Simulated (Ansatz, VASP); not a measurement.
# BP in two plane-wave programs

Aim: how closely do two programs agree when they are given the same cell, functional and k mesh? The cell is taken from a series of runs on this material, whose earlier steps may have relaxed, scaled, displaced or heated it; both programs get it as it stands.

Calculated with Ansatz 0.2.0; plane waves, with VASP 6.6.1 beside it; single point at HSE06.

## 1. Set-up

It takes space group F-43m (No. 216, cubic). The conventional cell has a = 4.490 Å, b = 4.490 Å, c = 4.490 Å, α = 90.00°, β = 90.00°, γ = 90.00°. Nearest to P lie 4 B at 1.94 Å. Nearest to B lie 4 P at 1.94 Å. Farther neighbours are not listed.

## 2. VASP: single point, HSE06

With cell and atoms fixed, the geometry can't cause a difference; cores, projectors, grids and the points listed under the comparison can.

Lines of VASP's logs that name or quote its potential files are left out, and so is its time.

The run reads the wave functions of an earlier VASP run, which isn't shown here.

Contents of INCAR:

```
SYSTEM = BP
PREC = Accurate
ENCUT = 420
EDIFF = 1E-06
NELM = 100
ISMEAR = -1
SIGMA = 0.02
LREAL = .FALSE.
ALGO = Normal
LHFCALC = .TRUE.
AEXX = 0.25
GGA = PE
HFSCREEN = 0.208
LASPH = .TRUE.
NBANDS = 10
PRECFOCK = Fast
LORBIT = 11
LWAVE = .FALSE.
LCHARG = .FALSE.
KPAR = 4
ISIF = 2
```

Contents of POSCAR:

```
BP
1.0
    0.0000000000      2.2448115314      2.2448115314
    2.2448115314      0.0000000000      2.2448115314
    2.2448115314      2.2448115314      0.0000000000
P B
1 1
Direct
    0.7500000000      0.7500000000      0.7500000000
    0.0000000000      0.0000000000      0.0000000000
```

Contents of KPOINTS:

```
Automatic mesh
0
Gamma
7 7 7
0 0 0
```

Potentials, in the order of the species: P and B (PBE family, release 64).

Launch:

```sh
$ mpirun -np 4 vasp_std
```

Numbers of over 12 decimals in the logs are rounded to 6 here.

Log:

```text
[banner, memory and clock lines left out]
running    4 mpi-ranks, on    1 nodes
 distrk:  each k-point on    1 cores,    4 groups
 distr:  one band on    1 cores,    1 groups

 POSCAR found type information on POSCAR P B
 POSCAR found :  2 types and       2 ions
 LDA part: xc-table for (Slater+PW92), standard interpolation
 found WAVECAR, reading the header
 POSCAR, INCAR and KPOINTS ok, starting setup
 FFT: planning ... GRIDC
 FFT: planning ... GRID_SOFT
 FFT: planning ... GRID
 reading WAVECAR
 the WAVECAR file was read successfully
 initial charge from wavefunction
 entering main loop
       N       E                     dE             d eps       ncg     rms          rms(c)
DAV:   1    -0.148286133094E+02   -0.14829E+02   -0.25416E-01   432   0.343E+00    0.164E+00
DAV:   2    -0.148301338894E+02   -0.15206E-02   -0.40307E-03   488   0.452E-01    0.107E+00
DAV:   3    -0.148298183837E+02    0.31551E-03   -0.19514E-04   450   0.110E-01    0.613E-01
DAV:   4    -0.148296986599E+02    0.11972E-03   -0.37200E-05   450   0.489E-02    0.344E-01
DAV:   5    -0.148296574890E+02    0.41171E-04   -0.11586E-05   456   0.275E-02    0.193E-01
DAV:   6    -0.148296436834E+02    0.13806E-04   -0.39316E-06   454   0.158E-02    0.108E-01
DAV:   7    -0.148296388963E+02    0.47871E-05   -0.13186E-06   240   0.925E-03    0.606E-02
DAV:   8    -0.148296372871E+02    0.16092E-05   -0.53565E-07   210   0.576E-03    0.332E-02
DAV:   9    -0.148296367755E+02    0.51156E-06   -0.16643E-07   200   0.311E-03
   1 F= -.14829637E+02 E0= -.14829637E+02  d E =-.497147E-12
```

Parts of OUTCAR (step 2):

```text
ion  position               nearest neighbor table
   1  0.750  0.750  0.750-   2 1.94   2 1.94   2 1.94   2 1.94
   2  0.000  0.000  0.000-   1 1.94   1 1.94   1 1.94   1 1.94

  LATTYP: Found a face centered cubic cell.
 ALAT       =     4.4896230628

 Subroutine GETGRP returns: Found 24 space group operations
 (whereof 24 operations were pure point group operations)

The static configuration has the point symmetry T_d .

 Found     20 irreducible k-points:

   k-points           NKPTS =     20   k-points in BZ     NKDIM =    343   number of bands    NBANDS=     10

   dimension x,y,z NGX =    24 NGY =   24 NGZ =   24
   dimension x,y,z NGXF=    48 NGYF=   48 NGZF=   48

   ENCUT  =  420.0 eV  30.87 Ry    5.56 a.u.   5.30  5.30  5.30*2*pi/ulx,y,z

   NELECT =       8.0000    total number of electrons

 k-points in reciprocal lattice and weights: Automatic mesh
   0.00000000  0.00000000  0.00000000       0.003
   0.14285714  0.00000000  0.00000000       0.023
   0.28571429  0.00000000  0.00000000       0.023
   0.42857143  0.00000000  0.00000000       0.023
   0.14285714  0.14285714  0.00000000       0.017
   0.28571429  0.14285714  0.00000000       0.070
   0.42857143  0.14285714  0.00000000       0.070
  -0.42857143  0.14285714  0.00000000       0.070
  -0.28571429  0.14285714  0.00000000       0.070
[...]
-0.42857143  0.42857143  0.14285714       0.070
  -0.28571429  0.42857143  0.14285714       0.070

  exchange ACFDT corr.  =         0.00000000  see jH, gK, PRB 81, 115126

 average (electrostatic) potential at core
       1 -77.4304       2 -21.2989

 E-fermi :   7.8629

 k-point     1 :       0.0000    0.0000    0.0000
  band No.  band energies     occupation
      1     -10.0149      2.00000
      2       7.3914      2.00000
      3       7.3914      2.00000
      4       7.3914      2.00000
      5      11.7769      0.00000
      6      11.7769      0.00000
      7      11.7769      0.00000
      8      16.5949      0.00000
      9      20.2236      0.00000
    ...

 k-point     2 :       0.1429    0.0000    0.0000
  band No.  band energies     occupation
      1      -9.6019      2.00000
      2       4.8888      2.00000
      3       6.8153      2.00000
      4       6.8153      2.00000
      5      12.4327      0.00000
      6      12.5767      0.00000
      7      12.5767      0.00000
      8      17.5621      0.00000
      9      19.7771      0.00000
    ...

 k-point     3 :       0.2857    0.0000    0.0000
  band No.  band energies     occupation
      1      -8.3980      2.00000
      2       1.0069      2.00000
      3       5.9620      2.00000
      4       5.9620      2.00000
      5      12.4872      0.00000
      6      13.3357      0.00000
      7      13.3357      0.00000
      8      18.9036      0.00000
      9      20.0185      0.00000
    ...

  Total        0.5111737      0.5111737      0.5111737      0.0000000      0.0000000      0.0000000
  in kB       36.2000741     36.2000741     36.2000741      0.0000000      0.0000000      0.0000000
  external PRESSURE =      36.2000741 kB  Pullay stress =       0.0000000 kB

  energy-cutoff  :      420.00
  volume of cell :       22.62
      direct lattice vectors                 reciprocal lattice vectors
     0.000000000  2.244811531  2.244811531    -0.222735848  0.222735848  0.222735848
     2.244811531  0.000000000  2.244811531     0.222735848 -0.222735848  0.222735848
     2.244811531  2.244811531  0.000000000     0.222735848  0.222735848 -0.222735848

 POSITION                                       TOTAL-FORCE (eV/Angst)
 -----------------------------------------------------------------------------------
      3.36722      3.36722      3.36722         0.000000      0.000000      0.000000
      0.00000      0.00000      0.00000        -0.000000     -0.000000     -0.000000
 -----------------------------------------------------------------------------------
    total drift:                                0.000000      0.000000      0.000000

  FREE ENERGIE OF THE ION-ELECTRON SYSTEM (eV)
  ---------------------------------------------------
  free  energy   TOTEN  =       -14.8296367755 eV

  energy  without entropy=      -14.8296367755  energy(sigma->0) =      -14.82963678

 total charge
# of ion       s       p       d       tot
------------------------------------------
    1        0.991   1.612   0.000   2.603
    2        0.676   1.313   0.000   1.990
--------------------------------------------------
tot          1.667   2.925   0.000   4.592

[... 3 further parts left out ...]
```

The run ends at a pressure of 3.62 GPa.

## 3. Ansatz: single point, HSE06

Ansatz runs on its PAW soft_1 files.

The same cell, functional, mesh and smearing now go to Ansatz.

Contents of input.yaml:

```yaml
crystal:
  lattice:
    - [0.0, 2.2448115314, 2.2448115314]
    - [2.2448115314, 0.0, 2.2448115314]
    - [2.2448115314, 2.2448115314, 0.0]
  atoms:
    - { symbol: P, position: [0.75, 0.75, 0.75] }
    - { symbol: B, position: [0.0, 0.0, 0.0] }
kpoints:
  mp_grid: { grid: [7, 7, 7] }
scf:
  occupations: { method: fermi_dirac, width: 0.02 }
hamiltonian:
  xc: hse06
  pseudopotentials: { kind: paw, azcp: { folder: soft_1 } }
basis:
  ecutwfc: 600
output:
  forces: true
  stress: true
  write_density: true
  write_potential: true
  elf: true
  volumetric_format: npy
```

Launch:

```sh
$ ansatz run input.yaml --threads 8 --pin off --max-ram 18432MiB --backend cpu --events-out ev --progress --plain --runs-dir out
```

Log:

```text
Warning: output.stress: scf.convergence.dr2_threshold = 1e-7 eV (the SCF's general default) is looser than the 2e-10 eV advised for a printed stress (1e-10 eV for each atom of the cell: 2). What an SCF threshold leaves in a stress goes as its square root, and in the free energy as the threshold itself, and one threshold admits the most on a small cell: [figures from the program's tests cut] Set scf.convergence.dr2_threshold to 2e-10 eV or tighter. The threshold is an SCF's pass mark: one that does not reach it within its budget of iterations ends unconverged, or closes short of it on a stop that the run arms, and scf.convergence.dr2_threshold's page says what that costs each kind of run
Warning: output.stress: scf.exx.energy_threshold = 1e-6 eV is looser than the 2e-8 eV advised for a stress under a hybrid functional (1e-8 eV for each atom of the cell: 2). Every SCF of the exchange loop can meet its threshold on dr2 while the loop round them stops early: no threshold on dr2 bounds what that leaves in the stress. Set scf.exx.energy_threshold to 2e-8 eV or tighter. The threshold is the loop's pass mark: a loop that does not reach it within its budget of cycles ends unconverged, and scf.exx.energy_threshold's page has the law
Engine: ansatz 0.2.0, aarch64-unknown-linux-gnu
Pseudopotentials: kind: paw
Pseudopotential: P, paw, valence charge 5, recommended cutoff 420 eV (normal), soft_1/P.paw.azcp
Pseudopotential: B, paw, valence charge 3, recommended cutoff 420 eV (normal), soft_1/B.paw.azcp
Functional definition: HSE06
  parameter a = 0.25
  parameter omega = 0.11/bohr
  exchange = pbe_x - a*pbe_x_sr(omega) + a*exact_x_sr(omega)
  correlation = pbe_c
Crystal: 2 atoms, lattice volume = 22.624 Å³
Basis set: ecut = 600 eV, 749 PW (Γ), exchange–correlation on 54×54×54 points (8 copies of the dense FFT grid, shifted against one another)
Bands: 8, of which v1, the nominal top of the filled ones, is band 4 counted from 1 (3 counted from 0)
Symmetry: 24 space group operations
Space group: F-43m (ITA 216), of the structure as read, at distance tolerance 2.8e-5 Å
k-points: 20 of 343 (time reversal used)
Non-local potential: P, projectors of the file, l = 0: 2, l = 1: 2, l = 2: 1
Non-local potential: B, projectors of the file, l = 0: 2, l = 1: 2, l = 2: 1
PAW form: soft (Blöchl's): semilocal exchange-correlation on the pseudo side does not see the compensation charge
PAW frozen core: P, regenerated for the run's functional, and the local potential with it (the file was generated under x = pbe(κ = 0.804, μ = 0.219515), c = pbe(β = 0.066725))
PAW frozen core: B, regenerated for the run's functional, and the local potential with it (the file was generated under x = pbe(κ = 0.804, μ = 0.219515), c = pbe(β = 0.066725))
PAW one-centre angular grid: P, 110 points (default); XC on 64 Gauss nodes
PAW one-centre angular grid: B, 110 points (default); XC on 64 Gauss nodes
Initial density: superposition of atomic densities (chi_scale 0.1, normalization cell, long waves kept (reshape's long-wave potential 0.00 eV rms))
Initial wavefunctions: pseudopotential atomic-orbital guess
Functional: x = pbe(κ = 0.804, μ = 0.219515), c = pbe(β = 0.066725), warm-up for x = pbe(κ = 0.804, μ = 0.219515) + 0.25 (exact − pbe) at short range (hse, ω = 0.207870 Å⁻¹), c = pbe(β = 0.066725); HSE06 as pw.x's `hse` composes it (authors' and Libxc's form: `xc: wpbeh`)
SCF iter   1: F=—  HF=-913.197345 eV  |F-HF|=—  |Δ(HF+E_count)|=         —  Δρ=9.73e-2  dr2=2.39e0  ethr=1.00e-1  ⟨swp⟩=4.8  Hψ=583  notcnv=0
preconditioner: auto → none  [insulator: Δε(μ)=1.962 eV  Ē_g=13.192 eV  σ=0.020 eV  W_gap=1.00  n_scr=0 (ndim 8)  ℏωp=22.1 eV  f_vac=0.000  D(μ)=0.00/eV (n_scr^D=0)]
iter 2 solved again at ethr=1.89e-3 eV; its pass at ethr=2.99e-2 eV (dr2=1.51e-1 eV) is discarded
SCF iter   2: F=—  HF=-912.462706 eV  |F-HF|=—  |Δ(HF+E_count)|=   7.35e-1  Δρ=3.09e-2  dr2=1.61e-1  ethr=1.89e-3  ⟨swp⟩=3.0  Hψ=728  notcnv=0  defer=2
SCF iter   3: F=—  HF=-912.422521 eV  |F-HF|=—  |Δ(HF+E_count)|=   4.02e-2  Δρ=1.21e-2  dr2=2.01e-2  ethr=1.89e-3  ⟨swp⟩=2.0  Hψ=320  notcnv=0
SCF iter   4: F=—  HF=-912.419909 eV  |F-HF|=—  |Δ(HF+E_count)|=   2.61e-3  Δρ=1.38e-3  dr2=2.58e-4  ethr=2.52e-4  ⟨swp⟩=3.0  Hψ=350  notcnv=0  defer=4
SCF iter   5: F=-912.419973 eV  HF=-912.419973 eV  |F-HF|=6.40e-7  |Δ(HF+E_count)|=   6.44e-5  Δρ=1.56e-4  dr2=3.79e-6  ethr=3.22e-6  ⟨swp⟩=3.2  Hψ=408  notcnv=0  defer=2
SCF 1 stopped early in 5 iterations: F = -912.419973 eV  dr2 = 3.79e-6
  greatest PAW one-centre occupation: 0.766 electrons in one spin orbital (limit 2), on the P atom at site 0 (counted from 0), in its partial waves of l = 0
Initial density: handed on by an earlier stage of this run
Initial wavefunctions: those handed on with the density
Functional: x = pbe(κ = 0.804, μ = 0.219515) + 0.25 (exact − pbe) at short range (hse, ω = 0.207870 Å⁻¹), c = pbe(β = 0.066725); HSE06 as pw.x's `hse` composes it (authors' and Libxc's form: `xc: wpbeh`)
Exchange kernel: α = 0.2500, screened, ω = 0.2079 Å⁻¹, Wigner–Seitz truncation, v(0) = 1046.0792 eV·Å³, q-mesh 7×7×7, nearest image of the exchange supercell L = 22.22 Å, pair-density grid 15×15×15, without the augmentation charges, whose exchange is taken in its separable form by FFT convolution over the k-point mesh (sized by the pseudopotential files, 24×24×24 at the most), smooth part of the exact exchange by density-matrix convolution
Frozen-core exchange: fock
SCF iter   1: F=—  HF=-913.123959 eV  |F-HF|=—  |Δ(HF+E_count)|=         —  Δρ=4.54e-3  dr2=2.61e-3  ethr=4.74e-7  ⟨swp⟩=7.8  Hψ=961  notcnv=0
preconditioner: auto → none  [insulator: Δε(μ)=1.868 eV  Ē_g=14.843 eV  σ=0.020 eV  W_gap=1.00  n_scr=0 (ndim 8)  ℏωp=22.1 eV  f_vac=0.000  D(μ)=0.00/eV (n_scr^D=0)]
SCF iter   2: F=—  HF=-913.122785 eV  |F-HF|=—  |Δ(HF+E_count)|=   1.17e-3  Δρ=1.08e-3  dr2=3.74e-4  ethr=4.74e-7  ⟨swp⟩=4.0  Hψ=462  notcnv=0
SCF iter   3: F=—  HF=-913.124875 eV  |F-HF|=—  |Δ(HF+E_count)|=   2.09e-3  Δρ=5.48e-4  dr2=5.42e-5  ethr=4.74e-7  ⟨swp⟩=4.0  Hψ=506  notcnv=0
SCF iter   4: F=—  HF=-913.124857 eV  |F-HF|=—  |Δ(HF+E_count)|=   1.77e-5  Δρ=1.42e-4  dr2=1.03e-5  ethr=4.74e-7  ⟨swp⟩=2.0  Hψ=240  notcnv=0
SCF iter   5: F=—  HF=-913.124892 eV  |F-HF|=—  |Δ(HF+E_count)|=   3.49e-5  Δρ=1.31e-4  dr2=4.55e-6  ethr=5.54e-8  ⟨swp⟩=3.2  Hψ=327  notcnv=0
SCF iter   6: F=-913.124890 eV  HF=-913.124890 eV  |F-HF|=3.06e-9  |Δ(HF+E_count)|=   1.59e-6  Δρ=7.00e-6  dr2=3.35e-7  ethr=5.28e-8  ⟨swp⟩=2.2  Hψ=252  notcnv=0
SCF 2 stopped early in 6 iterations: F = -913.124890 eV  dr2 = 3.35e-7
  greatest PAW one-centre occupation: 0.762 electrons in one spin orbital (limit 2), on the P atom at site 0 (counted from 0), in its partial waves of l = 0
hybrid outer 1: dexx = +2.375e-3 eV, tail = 9.64e-7 eV
Exchange kernel: α = 0.2500, screened, ω = 0.2079 Å⁻¹, Wigner–Seitz truncation, v(0) = 1046.0792 eV·Å³, q-mesh 7×7×7, nearest image of the exchange supercell L = 22.22 Å, pair-density grid 15×15×15, without the augmentation charges, whose exchange is taken in its separable form by FFT convolution over the k-point mesh (sized by the pseudopotential files, 24×24×24 at the most), smooth part of the exact exchange by density-matrix convolution
Frozen-core exchange: fock
SCF iter   1: F=—  HF=-913.124865 eV  |F-HF|=—  |Δ(HF+E_count)|=         —  Δρ=1.87e-5  dr2=7.94e-8  ethr=6.03e-8  ⟨swp⟩=5.2  Hψ=503  notcnv=0
preconditioner: auto → none  [insulator: Δε(μ)=1.919 eV  Ē_g=14.854 eV  σ=0.020 eV  W_gap=1.00  n_scr=0 (ndim 8)  ℏωp=22.1 eV  f_vac=0.000  D(μ)=0.00/eV (n_scr^D=0)]
SCF iter   2: F=-913.124865 eV  HF=-913.124865 eV  |F-HF|=9.27e-11  |Δ(HF+E_count)|=   2.10e-8  Δρ=3.92e-6  dr2=2.23e-9  ethr=9.09e-10  ⟨swp⟩=3.0  Hψ=303  notcnv=0
SCF 3 converged in 2 iterations: F = -913.124865 eV  dr2 = 2.23e-9
  Residual-converged pass: ⟨swp⟩=3.0  Hψ=323  notcnv=0  max |occ|·‖R‖ = 2.2e-6 eV (tolerance 2.4e-6 eV)  dr2=2.31e-9  dr2_onsite=3.65e-11  max |Δocc| = 0.0e0
hybrid outer 2: dexx = +1.307e-8 eV, tail = 4.63e-9 eV, Δε = 4.36e-4 eV (about 3.39e-5 eV left of the loop's levels)
hybrid SCF converged: 2 outer / 8 inner (+5 warm-up), last move |dexx| = 1.31e-8 eV, tail = 4.63e-9 eV
Stability not checked: this state was not tested for a lower state beside it, because the functional holds exact exchange (a hybrid, or Hartree-Fock), whose exchange loop this test does not read (fock_operator; see scf.lower_state_search)
Free energy (F): -913.124865 eV
Frozen-core exchange: fock
Harris-Foulkes:  -913.124865 eV  (|F-HF|=9.27e-11)
Internal energy: -913.124865 eV  (E = F + TS)
E sigma→0 (E₀):  -913.124865 eV
Fermi energy:    10.225206 eV
--- Per-component energies (eV) ---
  E_band       = 15.802518
  E_kinetic    = 122.319284
  E_local      = -58.384400  (includes V_loc(G=0)·N_el)
  E_nonlocal   = 39.156293
  E_hartree    = 16.714756
  E_xc         = -87.270583
  E_vxc        = -82.682509  (∫ρ·V_xc dr)
  E_exx        = -13.868678  (= α·E_x^exact, valence–valence)
  E_paw        = -643.135561  (= ΣΔE_a)
  E_vpaw       = -10.298378  (= ΣTr[D̂ρ^β])
  E_aug_tail   = 0.000000  (compensation charges beyond the density's cutoff)
  E_ewald      = -288.567768
  E_core_change = -0.088209  (= ΣΔE_core)
  E_smearing   = -0.000000  (= −TS)
  E_closure    = 0.000000  (closes the sum)
  Σ components = -913.124865   (vs F -913.124865, Δ=0.00e0)
--- Forces (eV/Å), atoms counted from 1 ---
  atom   1  P      0.00000000    -0.00000000     0.00000000
  atom   2  B     -0.00000000     0.00000000    -0.00000000
  max |Σ_I F_I| component: 1.85e-16 eV/Å
--- Stress (GPa, compression-positive) ---
        4.142214      -0.000000      -0.000000
        0.000000       4.142214       0.000000
       -0.000000       0.000000       4.142214
  P = ⅓ Tr σ = 4.1422 GPa (41.422 kbar)
--- Band table (eV; the first three rows and the last of 20) ---
  k-point 0: bands = ["-8.1270", "9.2727", "9.2727", "9.2727", "13.6655", "13.6655"]
  k-point 1: bands = ["-7.7141", "6.7731", "8.6974", "8.6974", "14.3153", "14.4626"]
  k-point 2: bands = ["-6.5104", "2.8913", "7.8439", "7.8439", "14.3671", "15.2176"]
  k-point 19: bands = ["-2.5191", "0.1986", "2.3514", "4.2822", "14.2293", "17.2938"]
  guard bands above this table: 2 of the run's 8 bands. The solve was not asked for them (output.publish_guard_bands: true or output.eigenvalues: true publishes all)
```

In the SCF lines HF is the Harris–Foulkes energy and dr2 the Hartree energy of the density residual, in eV; the loop may stop once dr2 is under the threshold and the program's other checks hold. Hψ counts applications of the Hamiltonian.

The run ends at a pressure of 4.14 GPa.

## 4. Side by side

Known differences besides the potentials themselves: exact exchange at q = 0 is treated differently, which shows on coarse meshes; VASP keeps PBE cores, Ansatz makes them for the functional; the cutoff is 600 eV in Ansatz and 420 eV in VASP; VASP takes a coarser grid for exact exchange (PRECFOCK = Fast). Total energies have different zeros and are not compared.

Compared:

| quantity | Ansatz | VASP | difference |
| --- | --- | --- | --- |
| pressure (GPa) | 4.14 | 3.62 | +0.52 |
| gap on the k mesh (eV) | 1.919 | 1.913 | +0.006 |

A gap on the mesh is an upper bound, since the band edges may lie between its points.

## 5. Summary of results

```yaml
difference_in_gap_on_the_k_mesh_single_point_hse06: 0.0063 eV
difference_in_pressure_single_point_hse06: 0.52 GPa
```

In words: The difference in pressure is 0.52 GPa (single point, HSE06), within the 1 GPa picked in this series as the mark of a large difference. How closely two codes agree says nothing of how well the functional describes the real material.

[Lines on the potential files, build, host, timing and source positions are cut from VASP's logs without a mark.]

[Logs are printed without paths, hosts, clocks, repeated set-up lines and the standing remarks that a program may print on its own settings, such as how far it seeks lower states.]

[Hosts, paths, dates, database ids (printed as entryN), source tags and the programs' standing remarks are cut or masked in the printed files.]
